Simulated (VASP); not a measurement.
VASP input:

KPOINTS:
```
Automatic mesh
0
Gamma
5 5 5
0 0 0
```

### INCAR
```
# general
SYSTEM   =  SrTe
PREC     =  Accurate
ENCUT    =  400   # plane-wave cut-off (eV)
LREAL    =  .False.
LASPH    =  .True.

# electronic loop
EDIFF    =  1E-6
NELM     =  100   # most electronic steps
ALGO     =  Normal   # blocked Davidson
LMAXMIX  =  4   # l cut-off of mixed one-centre charges

# smearing
ISMEAR   =  0   # Gaussian
SIGMA    =  0.05   # width (eV)

# functional
GGA      =  PE   # PBE

# ions
ISIF     =  2   # forces and stress, cell fixed

# output
LWAVE    =  .False.
LCHARG   =  .False.
```

File POSCAR:
```
SrTe
1.0
  0.0000000000   3.3300000000   3.3300000000
  3.3300000000   0.0000000000   3.3300000000
  3.3300000000   3.3300000000   0.0000000000
Sr Te
1 1
Cartesian
  0.0000000000   0.0000000000   0.0000000000
  3.3300000000   3.3300000000   3.3300000000
```

POTCAR, in this order: Sr_sv Te (PBE.64 set). Program: vasp_std.

Question: Write an equivalent input for Quantum ESPRESSO's pw.x.

Answer: One equivalent input (not run):
```
&CONTROL
  calculation = 'scf'
  pseudo_dir = './pseudo'
  outdir = './out'
  tprnfor = .true.
  tstress = .true.
/
&SYSTEM
  ibrav = 0
  nat = 2
  ntyp = 2
  ecutwfc = 82.3
  occupations = 'smearing'
  smearing = 'gaussian'
  degauss = 0.003675
  input_dft = 'pbe'
/
&ELECTRONS
  conv_thr = 7.3e-08
  electron_maxstep = 100
/
ATOMIC_SPECIES
  Sr 87.620 Sr.upf
  Te 127.600 Te.upf
CELL_PARAMETERS angstrom
     0.0000000    3.3300000    3.3300000
     3.3300000    0.0000000    3.3300000
     3.3300000    3.3300000    0.0000000
ATOMIC_POSITIONS crystal
  Sr   0.0000000  0.0000000  0.0000000
  Te   0.5000000  0.5000000  0.5000000
K_POINTS automatic
  5 5 5 0 0 0
```
Limits of the translation: the potentials are each code's own (VASP's PAW set, PseudoDojo norm-conserving files in pw.x), so ENCUT and ecutwfc are chosen apart and not converted; conv_thr bounds pw.x's estimated SCF error, while EDIFF bounds the energy change between steps.

The compound is SrTe in the rock salt structure. The cell was not relaxed at this level.
